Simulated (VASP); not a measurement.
GaAs:

```
Ga As
1.0
     0.00000    2.83357    2.81237
     2.83357    0.00000    2.81237
     2.83357    2.83357    0.00000
Ga As
1 1
Cartesian
  0.0000 0.0000 0.0000
  1.4168 1.4168 1.4062
```

The cell was built by a generator and isn't the measured one.

Base run:

```yaml
Program: VASP 6.6.1
Functional: PBE
Potentials_or_basis: VASP PAW PBE potentials, release 64 (Ga_d, As)
Cutoff: 520 eV
k_mesh: 8 × 8 × 8
Occupations: gaussian, width 0.02 eV
Spin: non-collinear spin, zero start, spin-orbit coupling
Starting_moments: "[[0.0, 0.0, 0.0], [0.0, 0.0, 0.0]] μB"
```

Its results: pressure 3.5 GPa; net moment 0.00 μB per cell.

Question: The run is repeated on the same cell with these changes: functional from PBE to LDA; potentials or basis from VASP PAW PBE potentials, release 64 (Ga_d, As) to VASP PAW LDA potentials, release 64 (Ga_d, As). What comes out?

Answer: Pressure -1.6 GPa; net moment 0.00 μB per cell.
